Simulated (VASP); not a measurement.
```
CELL_PARAMETERS angstrom
     -2.83368     2.83368     2.83368
      2.83368    -2.83368     2.83368
      2.83368     2.83368    -2.83368
ATOMIC_POSITIONS crystal
  Rb 0.00000 0.00000 0.00000
```

Level of theory: PW91 GGA, VASP's PBE PAW potentials (set 64) (plane waves; VASP). Numerical set-up: 520 eV cut-off, 10×10×10 Γ-centred mesh, tetrahedra with Blöchl corrections, potentials Rb_sv.

Problem. What does the run give for the energy per atom (σ→0), band gap (on the k-mesh) with the smallest direct gap where there is one?

Solution. 
```json
{
 "band gap (on the k-mesh)": "none (metal, semimetal or under 0.01 eV)",
 "energy per atom (σ→0)": "-0.939 eV/atom"
}
```

The absolute energy has meaning only against runs of the same code, potentials and settings.

The compound is Rb in the bcc structure. It was relaxed first.
